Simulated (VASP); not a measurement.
Input for VASP

INCAR:
```
SIGMA = 0.1   # width (eV)
PREC = Accurate
ISMEAR = 1
ENCUT = 400   # plane-wave cut-off (eV)
SYSTEM = Sr(SiAu)2
NELM = 100   # most electronic steps
LCHARG = .FALSE.
NSW = 60   # most ionic steps
EDIFF = 1E-6   # SCF stop (eV)
GGA = PS
LMAXMIX = 6
LWAVE = .FALSE.
LREAL = .FALSE.
LASPH = .TRUE.
ALGO = Normal   # blocked Davidson
EDIFFG = -0.02
IBRION = 2   # conjugate gradients
ISIF = 3   # ions, shape and volume
```

**POSCAR**
```
Sr(SiAu)2
1.0
 -2.1972826614   2.1972826614   5.0197368598
  2.1972826614  -2.1972826614   5.0197368598
  2.1972826614   2.1972826614  -5.0197368598
Sr Si Au
1 2 2
Cartesian
  0.0000000000   0.0000000000   0.0000000000
 -0.0000000000   0.0000000000   6.2025409659
  0.0000000000  -0.0000000000   3.8369327537
  0.0000000000   2.1972826614   2.5098684299
  2.1972826614   0.0000000000   2.5098684299
```

KPOINTS:
```
Automatic mesh
0
Gamma
9 9 9
0 0 0
```

POTCAR, in this order: Sr_sv Si Au (PBE.64 set). Program: vasp_std.

### Question
Write an equivalent input for Quantum ESPRESSO's pw.x.

### Answer
One equivalent input (not run):
```
&CONTROL
  calculation = 'vc-relax'
  pseudo_dir = './pseudo'
  outdir = './out'
  tprnfor = .true.
  tstress = .true.
  nstep = 60
  forc_conv_thr = 0.00078
/
&SYSTEM
  ibrav = 0
  nat = 5
  ntyp = 3
  ecutwfc = 76
  occupations = 'smearing'
  smearing = 'methfessel-paxton'
  degauss = 0.00735
  input_dft = 'pbesol'
/
&ELECTRONS
  conv_thr = 7.3e-08
  electron_maxstep = 100
/
&IONS
/
&CELL
/
ATOMIC_SPECIES
  Sr 87.620 Sr.upf
  Si 28.085 Si.upf
  Au 196.967 Au.upf
CELL_PARAMETERS angstrom
    -2.1972827    2.1972827    5.0197369
     2.1972827   -2.1972827    5.0197369
     2.1972827    2.1972827   -5.0197369
ATOMIC_POSITIONS crystal
  Sr   0.0000000  0.0000000  0.0000000
  Si   0.6178153  0.6178153  0.0000000
  Si   0.3821847  0.3821847  0.0000000
  Au   0.7500000  0.2500000  0.5000000
  Au   0.2500000  0.7500000  0.5000000
K_POINTS automatic
  9 9 9 0 0 0
```
Limits of the translation: the potentials are each code's own (VASP's PAW set, PseudoDojo norm-conserving files in pw.x), so ENCUT and ecutwfc are chosen apart and not converted; conv_thr bounds pw.x's estimated SCF error, while EDIFF bounds the energy change between steps; forc_conv_thr acts on force components and is met together with etot_conv_thr.

The structure comes from a computed database's Au2SrSi2 entry (I4/mmm); how it stands against other phases isn't given here. This run relaxes it. Symmetry was kept, so distortions that lower it aren't found. The start is the result of an earlier pass.
